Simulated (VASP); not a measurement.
# CaH16Cl2O8 in VASP: notebook, part 3 of 3

VASP 6.6.1. The steps go on from the part before.

### Step 7. Single point, r2SCAN+D3(BJ)

POSCAR reads:

```
CaH16Cl2O8
1.0
    7.3545300000      0.0000000000      0.0000000000
    0.0000000000      7.3545300000      0.0000000000
    0.0000000000      0.0000000000      7.3545300000
O H Ca Cl
8 16 1 2
Direct
    0.2985370921     -0.1019099793      0.1128148230
    0.8014652194      0.6642028790      0.2329720594
    0.8482527096      0.0704327809      0.7495244428
    0.4439712667      0.3986114680      0.2266630227
    0.1063970097      0.4999775648      0.5221135817
    0.2241339691      0.1535788147      0.6375526376
    0.6808592799      0.1079606719      0.0629407998
    0.6847752338      0.4358810148      0.8999487391
    0.3310476672     -0.0190630808      0.0261335531
    0.1963415745     -0.0434018217      0.1944515829
    0.8856990182      0.7639373284      0.2154998348
    0.8313515616      0.6220791811      0.3457596882
    0.8087668417     -0.0502411439      0.7064081593
    0.9795867309      0.0775440443      0.7406727554
    0.4870467589      0.4373494975      0.3399945340
    0.5270765093      0.3008893838      0.1838050834
    0.1737568546      0.6000927320      0.5869171789
    0.1619953960      0.3926831490      0.5679356805
    0.1690114800      0.1229446341      0.5209170402
    0.3148671635      0.0435785835      0.6334191308
    0.7768681343      0.1102721724      0.1545034149
    0.7299990618      0.0399753621     -0.0305933894
    0.6564933449      0.3907795604      0.7838978154
    0.7074007448      0.3194357763      0.9594630792
    0.5252001148      0.6459284278      0.0309469130
    0.4904324274      0.7557926883      0.6981547427
    1.0049316544      0.9863852619      0.3082453943
```

INCAR.step1 reads:

```
SYSTEM = CaH16Cl2O8
  PREC = Accurate
  ENCUT = 520
  ISMEAR = -1
  SIGMA = 0.02
  LREAL = Auto
  LASPH = .True.
  NELM = 80
  NBANDS = 63
  GGA = PE
  ALGO = Normal
  EDIFF = 1E-4
  LWAVE = .True.
  LCHARG = .False.
```

INCAR.step2 reads:

```
SYSTEM = CaH16Cl2O8
  PREC = Accurate
  ENCUT = 520
  EDIFF = 1E-7
  ISMEAR = -1
  SIGMA = 0.02
  LREAL = Auto
  LASPH = .True.
  NELM = 80
  ALGO = Normal
  ISIF = 2
  LWAVE = .False.
  LCHARG = .True.
  METAGGA = R2SCAN
  LMIXTAU = .True.
  IVDW = 12
  VDW_S6 = 1.0
  VDW_S8 = 0.78981345
  VDW_A1 = 0.49484001
  VDW_A2 = 5.73083694
  LELF = .True.
  LVHAR = .True.
  NBANDS = 63
  ISTART = 1
```

KPOINTS reads:

```
Automatic mesh
0
Gamma
  1 1 1
  0 0 0
```

Potentials or basis: VASP PAW PBE potentials, release 64 (O, H, Ca_sv, Cl).

The run is started by

```
$ cat potpaw_PBE.64/O/POTCAR potpaw_PBE.64/H/POTCAR potpaw_PBE.64/Ca_sv/POTCAR potpaw_PBE.64/Cl/POTCAR > POTCAR
$ cp INCAR.step1 INCAR
$ mpirun -np 1 vasp_gam > vasp.out
$ cp INCAR.step2 INCAR
$ mpirun -np 1 vasp_gam > vasp.out
```

OUTCAR:

```text
SYSTEM = CaH16Cl2O8
   PREC = Accurate
   ENCUT = 520
   EDIFF = 1E-7
   ISMEAR = -1
   LREAL = Auto
   LASPH = .True.
   NELM = 80
   ISIF = 2
   METAGGA = R2SCAN
   IVDW = 12
   ISTART = 1
 IVDW          = 12

 ion  position               nearest neighbor table
   1  0.299  0.898  0.113-   9 0.91  10 1.05  25 2.57
   2  0.801  0.664  0.233-  12 0.91  11 0.97  25 2.52
   3  0.848  0.070  0.750-  14 0.97  13 0.99
   4  0.444  0.399  0.227-  15 0.94  16 0.99  25 2.40
   5  0.106  0.500  0.522-  18 0.95  17 1.01
   6  0.224  0.154  0.638-  19 0.98  20 1.05
   7  0.681  0.108  0.063-  22 0.92  21 0.98
   8  0.685  0.436  0.900-  23 0.94  24 0.98  25 2.17
   9  0.331  0.981  0.026-   1 0.91
  10  0.196  0.957  0.194-   1 1.05  27 1.65
  11  0.886  0.764  0.215-   2 0.97
  12  0.831  0.622  0.346-   2 0.91
  13  0.809  0.950  0.706-   3 0.99
  14  0.980  0.078  0.741-   3 0.97
  15  0.487  0.437  0.340-   4 0.94
  16  0.527  0.301  0.184-   4 0.99
  17  0.174  0.600  0.587-   5 1.01
  18  0.162  0.393  0.568-   5 0.95
  19  0.169  0.123  0.521-   6 0.98
  20  0.315  0.044  0.633-   6 1.05
  21  0.777  0.110  0.155-   7 0.98
[... 225 lines left out ...]
  band No.  band energies     occupation
      1     -43.6712      2.00000
      2     -25.2236      2.00000
      3     -24.9775      2.00000
      4     -24.4273      2.00000
      5     -24.2849      2.00000
      6     -23.7465      2.00000
[... 48 lines left out ...]
     55       5.1227      0.00000
     56       5.4034      0.00000
 [bands above 56 left out]

------------------------ aborting loop because EDIFF is reached ----------------------------------------

 Edisp (eV)   -0.53897

 E8    (eV) :    -0.1053

  FORCE on cell =-STRESS in cart. coord.  units (eV):
  Direction    XX          YY          ZZ          XY          YZ          ZX
  --------------------------------------------------------------------------------------
  -------------------------------------------------------------------------------------
  Total      -1.45493    -0.39222     9.65311     0.65528    -2.72422    -2.05643
  in kB      -5.85986    -1.57971    38.87881     2.63919   -10.97207    -8.28247
  external pressure =       10.48 kB  Pullay stress =        0.00 kB

 VOLUME and BASIS-vectors are now :
 -----------------------------------------------------------------------------
  energy-cutoff  :      520.00
  volume of cell :      397.80
      direct lattice vectors                 reciprocal lattice vectors
     7.354530000  0.000000000  0.000000000     0.135970619  0.000000000  0.000000000
     0.000000000  7.354530000  0.000000000     0.000000000  0.135970619  0.000000000
     0.000000000  0.000000000  7.354530000     0.000000000  0.000000000  0.135970619

 POSITION                                       TOTAL-FORCE (eV/Angst)
 -----------------------------------------------------------------------------------
      2.19560      6.60503      0.82970        -0.076302     -2.382708      1.955249
      5.89440      4.88490      1.71340        -1.884076      0.314766     -3.400234
      6.23850      0.51800      5.51240        -0.681224     -0.950548      0.004734
      3.26520      2.93160      1.66700         0.357653     -0.924902     -2.132720
      0.78250      3.67710      3.83990         0.398733      2.358880      0.508495
      1.64840      1.12950      4.68890         1.933426     -2.694233     -0.321895
[... 19 lines left out ...]
      3.60690      5.55850      5.13460        -0.080617      0.296998     -0.273153
      0.03627      7.25440      2.26700        -0.894852      0.914399      0.940773
 -----------------------------------------------------------------------------------
    total drift:                                0.000915     -0.002730      0.000256

  FREE ENERGIE OF THE ION-ELECTRON SYSTEM (eV)
  ---------------------------------------------------
  free  energy   TOTEN  =      -151.8963085567 eV

  energy  without entropy=     -151.8963085567  energy(sigma->0) =     -151.89630856
```

Run time: 3.1 min. Hardware: 1 thread of Intel Xeon Platinum 8488C (Sapphire Rapids), shared host; peak memory 0.48 GiB.

What came out:

| Quantity | Value |
| --- | --- |
| Free energy | -151.8963 eV |
| Pressure | 1.0 GPa |
| Largest force | 3.900 eV/Å |
| Band gap on the k mesh | 4.84 eV, direct |
| Dispersion energy per atom | -0.020 eV |

Forces on the atoms (eV/Å):
```
O   -0.076 -2.383  1.955
O   -1.884  0.315 -3.400
O   -0.681 -0.951  0.005
O    0.358 -0.925 -2.133
O    0.399  2.359  0.508
O    1.933 -2.694 -0.322
O   -1.378  1.743  2.735
O    0.508 -0.485  0.495
H    0.716  2.241 -2.159
H    1.081 -0.835 -0.973
H    0.335  0.520  0.066
H    0.847 -1.319  3.056
H    0.443  0.848 -0.095
H    0.198 -0.078 -0.225
H    0.369  0.305  1.787
H   -0.750  0.365  0.440
H   -0.838 -1.207 -0.915
H    0.396 -0.864  0.387
H   -0.637  0.261 -0.310
H   -1.320  2.069  0.706
H    0.169 -0.344  0.201
H    1.306 -1.031 -2.541
H   -0.221 -0.010 -1.826
H    0.319 -0.465  0.670
Ca  -0.615  1.355  1.220
Cl  -0.081  0.297 -0.273
Cl  -0.895  0.914  0.941
```

Stress tensor (GPa, compression positive):
```
-0.59  0.26 -0.83
 0.26 -0.16 -1.10
-0.83 -1.10  3.89
```

Caveat: the PAW data sets were made with another functional, which shifts forces and pressure a little. r2SCAN opens gaps a little over a GGA but as a rule still falls short of measured ones.
